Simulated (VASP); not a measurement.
An input for Quantum ESPRESSO's pw.x (written as the equivalent of a VASP run, and not itself run):

```
&CONTROL
  calculation = 'scf'
  pseudo_dir = './pseudo'
  outdir = './out'
  tprnfor = .true.
  tstress = .true.
/
&SYSTEM
  ibrav = 0
  nat = 2
  ntyp = 2
  ecutwfc = 82
  occupations = 'smearing'
  smearing = 'gaussian'
  degauss = 0.0147
  input_dft = 'pbe'
/
&ELECTRONS
  conv_thr = 7.3e-08
  electron_maxstep = 100
/
ATOMIC_SPECIES
  Zr 91.224 Zr.upf
  C 12.011 C.upf
CELL_PARAMETERS angstrom
     0.0000000    2.3088750    2.3088750
     2.3088750    0.0000000    2.3088750
     2.3088750    2.3088750    0.0000000
ATOMIC_POSITIONS crystal
  Zr   0.0000000  0.0000000  0.0000000
  C    0.5000000  0.5000000  0.5000000
K_POINTS automatic
  10 10 10 0 0 0
```

**Question.** Translate this input to VASP (INCAR, KPOINTS, POSCAR, choice of POTCAR).

**Answer.** One answer among several that fit: 
**POSCAR**
```
ZrC
1
    0.0000000000     2.3088750000     2.3088750000
    2.3088750000     0.0000000000     2.3088750000
    2.3088750000     2.3088750000     0.0000000000
Zr C
1 1
Direct
  0.0000000000   0.0000000000   0.0000000000
  0.5000000000   0.5000000000   0.5000000000
```

**KPOINTS**
```
Regular mesh
0
Gamma
 10 10 10
0 0 0
```

### INCAR
```
ALGO = Normal
EDIFF = 1E-6
ENCUT = 400
GGA = PE
ISIF = 2
ISMEAR = 0
LASPH = .TRUE.
LCHARG = .FALSE.
LMAXMIX = 4
LREAL = .FALSE.
LWAVE = .FALSE.
NELM = 100
PREC = Accurate
SIGMA = 0.2
SYSTEM = ZrC
```

POTCAR, in this order: Zr_sv C (PBE.64 set). Program: vasp_std.

What does not carry over: the potentials are each code's own (VASP's PAW set, PseudoDojo norm-conserving files in pw.x), so ENCUT and ecutwfc are chosen apart and not converted; conv_thr bounds pw.x's estimated SCF error, while EDIFF bounds the energy change between steps.

The structure is a typed ZrC crystal (Fm-3m). The cell was not relaxed at this level.
